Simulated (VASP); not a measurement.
Wanted: the native input for a VASP 6.6.1 run.

- Task: relaxation of cell and atoms
- Functional: PBE
- Potentials or basis: VASP PAW PBE potentials, release 64 (Mg, Cd, S)
- Cutoff: 520 eV
- k mesh: 10 × 10 × 10
- Occupations: gaussian, width 0.03 eV
- Spin: no spin polarisation
- Further INCAR settings: ALGO = Normal; EDIFF = 1e-06; IBRION = 2; EDIFFG = -0.01; NSW = 90; ISIF = 3

The structure of Mg2CdS3 lies in POSCAR:

```
Mg2CdS3
1.0
   -1.8820000000      1.8820000000      7.9860000000
    1.8820000000     -1.8820000000      7.9860000000
    1.8820000000      1.8820000000     -7.9860000000
Mg Cd S
2 1 3
Direct
    0.3331455000      0.3331455000      0.0000000000
    0.6668545000      0.6668545000      0.0000000000
    0.0000000000      0.0000000000      0.0000000000
    0.1698597500      0.1698597500      0.0000000000
    0.8301402500      0.8301402500      0.0000000000
    0.5000000000      0.5000000000      0.0000000000
```

The cell was built by a generator and needn't be a form met in nature.

One way to write it, as run:

INCAR

```
SYSTEM = Mg2CdS3
PREC = Accurate
ENCUT = 520
EDIFF = 1E-6
ISMEAR = 0
SIGMA = 0.03
LREAL = .FALSE.
LASPH = .TRUE.
NELM = 120
ALGO = Normal
ISIF = 3
LWAVE = .FALSE.
LCHARG = .FALSE.
GGA = PE
IBRION = 2
NSW = 90
EDIFFG = -0.01
KPAR = 4
```

KPOINTS

```
Automatic mesh
0
G
  10 10 10
  0 0 0
```

Potentials or basis: VASP PAW PBE potentials, release 64 (Mg, Cd, S).

Run with:

```console
$ cat potpaw_PBE.64/Mg/POTCAR potpaw_PBE.64/Cd/POTCAR potpaw_PBE.64/S/POTCAR > POTCAR
$ mpirun -np 4 vasp_std > vasp.out
```

Results of the run:

The relaxed volume is 18.96 Å³/atom and the relaxed cell is a = 8.436 Å, b = 8.436 Å, c = 8.436 Å, α = 154.17°, β = 154.17°, γ = 36.85°. The space group after relaxing (to 0.05 Å) is I4/mmm (No. 139). The energy gained by relaxing is 0.3 meV/atom. The ionic steps are 8, the pressure after relaxing is 0.0 GPa and the largest force after relaxing is 0.008 eV/Å. The band gap on the k mesh is 1.25 eV, indirect (least direct gap 2.11 eV).

Wall time 9 min on 4 MPI ranks on AMD EPYC 9R45 96-Core Processor (Zen 5) (shared host), peak memory 0.8 GiB a rank.
